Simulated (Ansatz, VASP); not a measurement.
# CsReF3: VASP beside Ansatz

Wanted: the spread between two codes on one cell, functional and k mesh. The cell is generated by rule, not measured, and may not be a known phase. The two relaxations start from unlike cells of this crystal (the structure described is Ansatz's start), so only their ends are compared.

Main program and level: Ansatz 0.2.0; plane waves, with VASP 6.6.1 beside it; relaxation of cell and atoms at PBEsol.

The structure was built from a prototype and need not be the compound's stable phase.

## 1. Starting point

The structure is cubic, space group Pm-3m (No. 221). Conventional cell: a = 4.415 Å, b = 4.415 Å, c = 4.415 Å, α = 90.00°, β = 90.00°, γ = 90.00°. Cs has 12 F at 3.12 Å nearest. Re has 6 F at 2.21 Å nearest. Nearest to F lie 2 Re at 2.21 Å and 4 Cs at 3.12 Å. Farther neighbours and most contacts between anions are not listed.

As a file:

```cif
data_structure
_symmetry_space_group_name_H-M 'Pm-3m'
_symmetry_Int_Tables_number 221
_cell_length_a 4.4154
_cell_length_b 4.4154
_cell_length_c 4.4154
_cell_angle_alpha 90.000
_cell_angle_beta 90.000
_cell_angle_gamma 90.000
_cell_volume 86.08
loop_
_atom_site_label
_atom_site_type_symbol
_atom_site_symmetry_multiplicity
_atom_site_Wyckoff_symbol
_atom_site_fract_x
_atom_site_fract_y
_atom_site_fract_z
_atom_site_occupancy
Cs1 Cs 1 a 0.00000 0.00000 0.00000 1
Re1 Re 1 b 0.50000 0.50000 0.50000 1
F1 F 3 c 0.50000 0.50000 0.00000 1
```

## 2. Ansatz: relaxation of cell and atoms, PBEsol

Ansatz runs on its default PAW (the set named soft_2) files.

The relaxed volume is the usual yardstick between codes: in a stiff, nearly cubic crystal its relative difference is about their pressure difference at one cell divided by the bulk modulus.

input.yaml

```yaml
crystal:
  lattice:
    - [4.4154, 0.0, 0.0]
    - [0.0, 4.4154, 0.0]
    - [0.0, 0.0, 4.4154]
  atoms:
    - { symbol: Cs, position: [0.0, 0.0, 0.0] }
    - { symbol: Re, position: [0.5, 0.5, 0.5] }
    - { symbol: F, position: [0.5, 0.5, 0.0] }
    - { symbol: F, position: [0.5, 0.0, 0.5] }
    - { symbol: F, position: [0.0, 0.5, 0.5] }
kpoints:
  mp_grid: { grid: [6, 6, 6] }
hamiltonian:
  xc: pbesol
scf:
  occupations: { method: fermi_dirac, width: 0.02 }
relax:
  f_tol: 0.01
  max_steps: 80
  cell: {}
```

The run is started by

```sh
> ansatz run input.yaml --threads 4 --pin off --max-ram 9216MiB --backend cpu --events-out ev --progress --plain --runs-dir out
```

Numbers of over 12 decimals in the logs are rounded to 6 here.

Log:

```text
Engine: ansatz 0.2.0, aarch64-unknown-linux-gnu
Pseudopotentials: kind: paw
Pseudopotential: Cs, paw, valence charge 9, recommended cutoff 420 eV (normal), Cs.paw.azcp
Pseudopotential: Re, paw, valence charge 15, recommended cutoff 420 eV (normal), Re.paw.azcp
Pseudopotential: F, paw, valence charge 7, recommended cutoff 420 eV (normal), F.paw.azcp
Functional definition: PBEsol
  exchange = pbesol_x
  correlation = pbesol_c
Crystal: 5 atoms, lattice volume = 86.082 Å³
Basis set: ecut = 420 eV, 1743 PW (Γ), exchange–correlation on 60×60×60 points (8 copies of the dense FFT grid, shifted against one another)
Bands: 28, of which v1, the nominal top of the filled ones, is band 23 counted from 1 (22 counted from 0)
Symmetry: 48 space group operations
Space group: Pm-3m (ITA 221), of the structure as read, at distance tolerance 4.4e-5 Å
k-points: 20 of 216
Non-local potential: Cs, projectors of the file, l = 0: 3, l = 1: 2, l = 2: 2, l = 3: 2
Non-local potential: Re, projectors of the file, l = 0: 3, l = 1: 2, l = 2: 2, l = 3: 1
Non-local potential: F, projectors of the file, l = 0: 2, l = 1: 2, l = 2: 1
PAW form: soft (Blöchl's): semilocal exchange-correlation on the pseudo side does not see the compensation charge
PAW frozen core: Cs, regenerated for the run's functional, and the local potential with it (the file was generated under x = pbe(κ = 0.804, μ = 0.219515), c = pbe(β = 0.066725))
PAW frozen core: Re, regenerated for the run's functional, and the local potential with it (the file was generated under x = pbe(κ = 0.804, μ = 0.219515), c = pbe(β = 0.066725))
PAW frozen core: F, regenerated for the run's functional, and the local potential with it (the file was generated under x = pbe(κ = 0.804, μ = 0.219515), c = pbe(β = 0.066725))
PAW one-centre angular grid: Cs, 194 points (default); XC on 64 Gauss nodes
PAW one-centre angular grid: Re, 590 points (default); XC on 64 Gauss nodes
PAW one-centre angular grid: F, 110 points (default); XC on 64 Gauss nodes
Initial density: superposition of atomic densities (neutral atoms: chi_scale 0, normalization atom), corrected by the library's trained network
Initial wavefunctions: pseudopotential atomic-orbital guess
Functional: x = pbesol(κ = 0.804, μ = 0.123457), c = pbesol(β = 0.046)
SCF iter   1: F=—  HF=-18722.136261 eV  |F-HF|=—  |Δ(HF+E_count)|=         —  Δρ=1.37e-2  dr2=9.82e-2  ethr=1.77e-3  ⟨swp⟩=6.2  Hψ=2425  notcnv=0
preconditioner: auto → LDOS  [insulator: Δε(μ)=0.142 eV  Ē_g=9.962 eV  σ=0.020 eV  W_gap=0.67  n_scr=18 (ndim 8)  ℏωp=22.3 eV  f_vac=0.037  D(μ)=6.01/eV (n_scr^D=80)  ε∞_Penn≈6.0  β→1.0]
SCF iter   2: F=—  HF=-18722.118198 eV  |F-HF|=—  |Δ(HF+E_count)|=   1.81e-2  Δρ=5.11e-3  dr2=1.76e-2  ethr=2.18e-4  ⟨swp⟩=2.4  Hψ=1188  notcnv=0  defer=10
SCF iter   3: F=—  HF=-18722.115590 eV  |F-HF|=—  |Δ(HF+E_count)|=   2.61e-3  Δρ=3.37e-3  dr2=9.81e-3  ethr=3.92e-5  ⟨swp⟩=2.0  Hψ=880  notcnv=0  defer=10
SCF iter   4: F=—  HF=-18722.113684 eV  |F-HF|=—  |Δ(HF+E_count)|=   1.91e-3  Δρ=1.76e-3  dr2=2.80e-3  ethr=2.18e-5  ⟨swp⟩=2.5  Hψ=782  notcnv=0  defer=10
SCF iter   5: F=—  HF=-18722.112995 eV  |F-HF|=—  |Δ(HF+E_count)|=   6.90e-4  Δρ=4.24e-4  dr2=1.58e-4  ethr=6.22e-6  ⟨swp⟩=2.0  Hψ=703  notcnv=0  defer=10
SCF iter   6: F=—  HF=-18722.112954 eV  |F-HF|=—  |Δ(HF+E_count)|=   4.10e-5  Δρ=7.52e-5  dr2=6.18e-6  ethr=3.51e-7  ⟨swp⟩=2.2  Hψ=707  notcnv=0  defer=10
SCF iter   7: F=—  HF=-18722.113422 eV  |F-HF|=—  |Δ(HF+E_count)|=   4.69e-4  Δρ=1.10e-5  dr2=3.05e-8  ethr=2.22e-10  ⟨swp⟩=3.5  Hψ=2471  notcnv=0
SCF iter   8: F=-18722.113422 eV  HF=-18722.113422 eV  |F-HF|=7.93e-10  |Δ(HF+E_count)|=   3.58e-8  Δρ=1.50e-6  dr2=1.77e-9  ethr=6.77e-11  ⟨swp⟩=1.1  Hψ=1666  notcnv=0
SCF 1 converged in 8 iterations: F = -18722.113422 eV  dr2 = 1.77e-9
  greatest PAW one-centre occupation: 0.999 electrons in one spin orbital (limit 2), on the Re atom at site 1 (counted from 0), in its partial waves of l = 0
relax step   1: F+E_penalty+E_count = -18722.11342217 eV  Δ(F+E_penalty+E_count) = +0.000e0 eV  max|allowed force component| = 5.441e-29 eV/Å  Δτ_max = 0.0000 Å  P = -7.884 GPa  Ω = 86.082 Å³  (8 SCF iters, dr2 threshold 1.00e-7 eV, accepted)
[...]
relax step   4: F+E_penalty+E_count = -18722.36853449 eV  Δ(F+E_penalty+E_count) = -6.376e-4 eV  max|allowed force component| = 2.042e-29 eV/Å  Δτ_max = 0.0000 Å  P = -0.004 GPa  Ω = 77.653 Å³  energy of the carried Pulay correction = +2.727e-2 eV  (5 SCF iters, dr2 threshold 9.95e-8 eV, accepted)
[...]
relax step   5: F+E_penalty+E_count = -18722.35387466 eV  Δ(F+E_penalty+E_count) = +1.466e-2 eV  max|allowed force component| = 1.223e-29 eV/Å  Δτ_max = 0.0000 Å  P = -0.427 GPa  Ω = 77.653 Å³  stress off target by 4.27e-1 GPa  SCF on the basis re-selected at this cell (its energy is not comparable with the rows above)  (8 SCF iters)
[...]
relax step   6: F+E_penalty+E_count = -18722.35543084 eV  Δ(F+E_penalty+E_count) = -1.556e-3 eV  max|allowed force component| = 3.708e-30 eV/Å  Δτ_max = 0.0000 Å  P = +0.004 GPa  Ω = 77.317 Å³  energy of the carried Pulay correction = +1.111e-3 eV  (5 SCF iters, dr2 threshold 4.56e-7 eV, accepted)
[...]
relax step   7: F+E_penalty+E_count = -18722.35398193 eV  Δ(F+E_penalty+E_count) = +1.449e-3 eV  max|allowed force component| = 9.072e-30 eV/Å  Δτ_max = 0.0000 Å  P = -0.015 GPa  Ω = 77.317 Å³  stress off target by 1.53e-2 GPa  SCF on the basis re-selected at this cell (its energy is not comparable with the rows above)  (5 SCF iters)
basis re-selected at this cell: Δ(F+E_penalty+E_count) = +1.449e-3 eV, ΔP = -0.019 GPa vs the last step (what re-selecting the basis moved, of the pressure what is left beyond the Pulay correction that the steps carried, after the strain that the cell walked since its last selection, with what the two solves' SCF thresholds leave and, on support functions, any second-order correction that the steps lacked; it is no m [...]
SCF converged after 5 iterations
Free energy (F): -18722.353982 eV
Harris-Foulkes:  -18722.353982 eV  (|F-HF|=2.55e-11)
Internal energy: -18722.347012 eV  (E = F + TS)
E sigma→0 (E₀):  -18722.350497 eV
Entropy (-TS):   -0.006970 eV (-1.394 meV/atom)
Fermi energy:    11.649096 eV
--- Per-component energies (eV) ---
  E_band       = -289.573328
  E_kinetic    = 1302.375438
  E_local      = -3454.785257  (includes V_loc(G=0)·N_el)
  E_nonlocal   = 310.882052
  E_hartree    = 1323.367919
  E_xc         = -806.295836
  E_vxc        = -730.350193  (∫ρ·V_xc dr)
  E_paw        = -14096.554145  (= ΣΔE_a)
  E_vpaw       = -364.436952  (= ΣTr[D̂ρ^β])
  E_aug_tail   = 0.005911  (compensation charges beyond the density's cutoff)
  E_ewald      = -3301.847843
  E_core_change = 0.504749  (= ΣΔE_core)
  E_smearing   = -0.006970  (= −TS)
  E_closure    = 0.000000  (closes the sum)
  Σ components = -18722.353982   (vs F -18722.353982, Δ=0.00e0)
--- Forces (eV/Å), atoms counted from 1 ---
  atom   1  Cs     0.00000000     0.00000000     0.00000000
  atom   2  Re     0.00000000    -0.00000000    -0.00000000
  atom   3  F     -0.00000000    -0.00000000    -0.00000000
  atom   4  F      0.00000000     0.00000000    -0.00000000
  atom   5  F      0.00000000     0.00000000    -0.00000000
  max |Σ_I F_I| component: 1.37e-29 eV/Å
--- Stress (GPa, compression-positive) ---
       -0.015287      -0.000000       0.000000
       -0.000000      -0.015287       0.000000
        0.000000       0.000000      -0.015287
  P = ⅓ Tr σ = -0.0153 GPa (-0.153 kbar)
--- Relaxed structure (5 steps of the walk, 5 accepted, 2 SCFs on fresh bases) ---
  F+E_penalty+E_count = -18722.35398193 eV   max|allowed force component| = 9.072e-30 eV/Å   (the final SCF, on the basis selected at the relaxed cell)
  cell:  # Å, volume = 77.3170 Å³
    - [4.260150, 0, 0]
    - [0, 4.260150, 0.0]
    - [0, 0.0, 4.260150]
  atoms:
    - { symbol: Cs, position: [0, 0, 0] }
    - { symbol: Re, position: [0.5, 0.5, 0.5] }
    - { symbol: F, position: [0.5, 0.5, 0] }
    - { symbol: F, position: [0.5, 0, 0.5] }
    - { symbol: F, position: [0, 0.5, 0.5] }
```

In the SCF lines HF is the Harris–Foulkes energy and dr2 the Hartree energy of the density residual, in eV; the loop may stop once dr2 is under the threshold and the program's other checks hold. Hψ counts applications of the Hamiltonian.

## 3. VASP: relaxation of cell and atoms, PBEsol

Its own start cell and the same functional, mesh and smearing now go to VASP, with its own data sets.

Lines of VASP's logs that name or quote its potential files are left out, and so is its time.

INCAR

```
SYSTEM = CsReF3
PREC = Accurate
ENCUT = 600
EDIFF = 1E-07
NELM = 120
ISMEAR = -1
SIGMA = 0.02
LREAL = .FALSE.
ALGO = Normal
GGA = PS
NBANDS = 24
LASPH = .TRUE.
LORBIT = 11
LWAVE = .FALSE.
LCHARG = .FALSE.
ISIF = 3
IBRION = 2
NSW = 80
EDIFFG = -0.005
GGA_COMPAT = .FALSE.
NELMIN = 4
KPAR = 2
```

POSCAR

```
CsReF3
1.0
    4.2662037934      0.0000000000      0.0000000000
    0.0000000000      4.2662037934      0.0000000000
    0.0000000000      0.0000000000      4.2662037934
Cs Re F
1 1 3
Direct
    0.0000000000      0.0000000000      0.0000000000
    0.5000000000      0.5000000000      0.5000000000
    0.5000000000      0.5000000000      0.0000000000
    0.5000000000      0.0000000000      0.5000000000
    0.0000000000      0.5000000000      0.5000000000
```

KPOINTS

```
Automatic mesh
0
Gamma
6 6 6
0 0 0
```

PAW data sets: Cs_sv, Re and F (PBE family, release 64).

The run is started by

```sh
> mpirun -np 2 vasp_std
```

Log:

```text
[banner, memory and clock lines left out]
running    2 mpi-ranks, on    1 nodes
 distrk:  each k-point on    1 cores,    2 groups
 distr:  one band on    1 cores,    1 groups

 POSCAR found type information on POSCAR CsReF
 POSCAR found :  3 types and       5 ions
|                                                                             |
|               ----> ADVICE to this user running VASP <----                  |
|                                                                             |
|     You enforced a specific xc type in the INCAR file but a different       |
|     [... a line on the potential file left out ...]
|     I HOPE YOU KNOW WHAT YOU ARE DOING!                                     |
|                                                                             |

 LDA part: xc-table for (Slater+PW92), standard interpolation
 POSCAR, INCAR and KPOINTS ok, starting setup
 FFT: planning ... GRIDC
 FFT: planning ... GRID_SOFT
 FFT: planning ... GRID
 WAVECAR not read
 entering main loop
       N       E                     dE             d eps       ncg     rms          rms(c)
DAV:   1     0.258836412095E+03    0.25884E+03   -0.21741E+04  1448   0.177E+03
DAV:   2    -0.125911818813E+02   -0.27143E+03   -0.26342E+03  1688   0.427E+02
DAV:   3    -0.280988132555E+02   -0.15508E+02   -0.15292E+02  1496   0.106E+02
DAV:   4    -0.283416233811E+02   -0.24281E+00   -0.24145E+00  1296   0.945E+00
DAV:   5    -0.283466342827E+02   -0.50109E-02   -0.50102E-02  1320   0.161E+00    0.233E+01
DAV:   6    -0.266020529975E+02    0.17446E+01   -0.77243E+00  1520   0.349E+01    0.114E+01
DAV:   7    -0.265703760441E+02    0.31677E-01   -0.61125E-01  1392   0.696E+00    0.635E+00
DAV:   8    -0.265666633434E+02    0.37127E-02   -0.45755E-02  1400   0.233E+00    0.413E-01
DAV:   9    -0.265650257671E+02    0.16376E-02   -0.18255E-02  1480   0.117E+00    0.185E-01
DAV:  10    -0.265650104215E+02    0.15346E-04   -0.86251E-04  1392   0.376E-01    0.581E-02
DAV:  11    -0.265650536509E+02   -0.43229E-04   -0.35910E-04  1424   0.149E-01    0.161E-02
DAV:  12    -0.265650593469E+02   -0.56961E-05   -0.17076E-05  1400   0.526E-02    0.973E-03
DAV:  13    -0.265650585955E+02    0.75149E-06   -0.28300E-06  1464   0.169E-02    0.218E-03
DAV:  14    -0.265650584910E+02    0.10442E-06   -0.85939E-07  1304   0.809E-03    0.762E-04
DAV:  15    -0.265650585385E+02   -0.47480E-07   -0.53165E-08   816   0.230E-03
   1 F= -.26565059E+02 E0= -.26561557E+02  d E =-.265651E+02
 curvature:   0.00 expect dE= 0.000E+00 dE for cont linesearch  0.000E+00
 trial: gam= 0.00000 g(F)=  0.000E+00 g(S)=  0.309E-04 ort = 0.000E+00 (trialstep = 0.100E+01)
 search vector abs. value=  0.309E-04
 bond charge predicted
       N       E                     dE             d eps       ncg     rms          rms(c)
DAV:   1    -0.265653448779E+02   -0.28639E-03   -0.67233E-03  1328   0.163E+00    0.160E-01
DAV:   2    -0.265650954186E+02    0.24946E-03   -0.10828E-03  1496   0.285E-01    0.492E-02
DAV:   3    -0.265650740606E+02    0.21358E-04   -0.60927E-05  1504   0.128E-01    0.154E-02
DAV:   4    -0.265650693438E+02    0.47169E-05   -0.13383E-05  1496   0.405E-02    0.568E-03
DAV:   5    -0.265650686544E+02    0.68934E-06   -0.13526E-06  1392   0.123E-02    0.204E-03
DAV:   6    -0.265650683835E+02    0.27087E-06   -0.12713E-07   992   0.534E-03    0.100E-03
DAV:   7    -0.265650683331E+02    0.50414E-07   -0.33294E-08   632   0.281E-03
   2 F= -.26565068E+02 E0= -.26561566E+02  d E =-.979462E-05
 trial-energy change:   -0.000010  1 .order   -0.000010   -0.000031    0.000011
 step:   0.7433(harm=  0.7433)  dis= 0.00000  next Energy=   -26.565070 (dE=-0.115E-04)
 reached required accuracy - stopping structural energy minimisation
```

From OUTCAR (step 3):

```text
ion  position               nearest neighbor table
   1  0.000  0.000  0.000-
   2  0.500  0.500  0.500-   3 2.13   4 2.13   5 2.13   3 2.13   4 2.13   5 2.13
   3  0.500  0.500  0.000-   2 2.13   2 2.13
   4  0.500  0.000  0.500-   2 2.13   2 2.13
   5  0.000  0.500  0.500-   2 2.13   2 2.13

  LATTYP: Found a simple cubic cell.
 ALAT       =     4.2662037934

 Subroutine GETGRP returns: Found 48 space group operations
 (whereof 48 operations were pure point group operations)

The static configuration has the point symmetry O_h .

 Found     20 irreducible k-points:

   k-points           NKPTS =     20   k-points in BZ     NKDIM =     20   number of bands    NBANDS=     24

   dimension x,y,z NGX =    36 NGY =   36 NGZ =   36
   dimension x,y,z NGXF=    72 NGYF=   72 NGZF=   72

   ENCUT  =  600.0 eV  44.10 Ry    6.64 a.u.   8.52  8.52  8.52*2*pi/ulx,y,z

   NELECT =      37.0000    total number of electrons

 k-points in reciprocal lattice and weights: Automatic mesh
   0.00000000  0.00000000  0.00000000       0.005
   0.16666667  0.00000000  0.00000000       0.028
   0.33333333  0.00000000  0.00000000       0.028
   0.50000000  0.00000000  0.00000000       0.014
   0.16666667  0.16666667  0.00000000       0.056
   0.33333333  0.16666667  0.00000000       0.111
   0.50000000  0.16666667  0.00000000       0.056
   0.33333333  0.33333333  0.00000000       0.056
   0.50000000  0.33333333  0.00000000       0.056
[...]
0.50000000  0.50000000  0.33333333       0.028
   0.50000000  0.50000000  0.50000000       0.005

 average (electrostatic) potential at core
       1 -46.8357       2 -42.4815       3 -77.2536       4 -77.2536       5 -77.2536

 E-fermi :   4.8746

 k-point     1 :       0.0000    0.0000    0.0000
  band No.  band energies     occupation
    ...
     15      -1.3601      2.00000
     16      -1.3601      2.00000
     17       3.4083      2.00000
     18       3.4083      2.00000
     19       3.4084      2.00000
     20       5.1726      0.00000
     21       5.1727      0.00000
     22       5.2943      0.00000
     23       7.9041      0.00000
     24       7.9041      0.00000

 k-point     2 :       0.1667    0.0000    0.0000
  band No.  band energies     occupation
    ...
     15      -1.4701      2.00000
     16      -1.4701      2.00000
     17       3.4379      2.00000
     18       3.6944      2.00000
     19       3.6944      2.00000
     20       5.2061      0.00000
     21       5.4799      0.00000
     22       6.0309      0.00000
     23       8.0857      0.00000
     24       8.3980      0.00000

 k-point     3 :       0.3333    0.0000    0.0000
  band No.  band energies     occupation
    ...
     15      -1.7298      2.00000
     16      -1.7298      2.00000
     17       3.4986      2.00000
     18       4.2727      2.00000
     19       4.2727      2.00000
     20       5.2642      0.00000
     21       5.9179      0.00000
     22       7.5434      0.00000
     23       8.4858      0.00000
     24       9.4614      0.00000

  Total       -0.0112874     -0.0112874     -0.0112874     -0.0000000     -0.0000000      0.0000000
  in kB       -0.2326851     -0.2326851     -0.2326851     -0.0000000     -0.0000000      0.0000000
  external PRESSURE =      -0.2326851 kB  Pullay stress =       0.0000000 kB

  energy-cutoff  :      600.00
  volume of cell :       77.72
      direct lattice vectors                 reciprocal lattice vectors
     4.267548964  0.000000000 -0.000000000     0.234326544  0.000000000 -0.000000000
    -0.000000000  4.267548964 -0.000000000    -0.000000000  0.234326544 -0.000000000
     0.000000000  0.000000000  4.267548964     0.000000000  0.000000000  0.234326544

 POSITION                                       TOTAL-FORCE (eV/Angst)
 -----------------------------------------------------------------------------------
      0.00000      0.00000      0.00000        -0.000000     -0.000000      0.000000
      2.13377      2.13377      2.13377         0.000000     -0.000000      0.000000
      2.13377      2.13377     -0.00000        -0.000000     -0.000000      0.000000
      2.13377      0.00000      2.13377         0.000000      0.000000      0.000000
      0.00000      2.13377      2.13377        -0.000000      0.000000      0.000000
 -----------------------------------------------------------------------------------
    total drift:                                0.000000      0.000000      0.000000

  FREE ENERGIE OF THE ION-ELECTRON SYSTEM (eV)
  ---------------------------------------------------
  free  energy   TOTEN  =       -26.5650683331 eV

  energy  without entropy=      -26.5580627329  energy(sigma->0) =      -26.56156553

 reached required accuracy - stopping structural energy minimisation

 total charge
# of ion       s       p       d       tot
------------------------------------------
    1        1.843   4.700   0.058   6.601
    2        0.282   0.325   4.941   5.548
    3        1.721   4.343   0.000   6.063
    4        1.721   4.343   0.000   6.063
    5        1.721   4.343   0.000   6.063
--------------------------------------------------
tot          7.287  18.054   4.999  30.340

[... 3 further parts left out ...]
```

This run has no spin polarisation, so a moment on Re, if there is one, isn't seen. Its electron count is odd, so without a moment it is a metal by construction.

## 4. Comparison

Known differences besides the potentials themselves: the data sets hold 45 valence electrons in Ansatz (on its default PAW (the set named soft_2) files) and 37 in VASP; the cutoff is 420 eV in Ansatz and 600 eV in VASP; Ansatz makes its cores anew for this functional, VASP keeps those of its PBE data sets; Ansatz adds a Pulay correction to the stress that steers its cell, VASP none. Total energies have different zeros and are not compared.

Compared:

```tsv
quantity	Ansatz	VASP	difference
volume (Å³)	77.32	77.72	-0.52 %
edge a after relaxation, in the typed setting (Å)	4.260	4.268	-0.17 %
```

## 5. What came out

```json
{
 "difference in volume (relaxation of cell and atoms, PBEsol)": "-0.52 %"
}
```

What this shows: The difference in volume is -0.52 % (relaxation of cell and atoms, PBEsol), within the 1.2 % picked in this series as the mark of a large difference, as far as the stopping tolerances let one tell. The data sets hold unlike numbers of valence electrons (45 in Ansatz and 37 in VASP), so part of the differences comes from the potentials. Such differences can come from data sets, numerical settings and the points named under the comparisons, not from the functional's error against experiment.

[Lines on the potential files, build, host, timing and source positions are cut from VASP's logs without a mark.]

[Logs are printed without paths, hosts, clocks, repeated set-up lines and the standing remarks that a program may print on its own settings, such as how far it seeks lower states.]

[Hosts, paths, dates, database ids (printed as entryN), source tags and the programs' standing remarks are cut or masked in the printed files.]
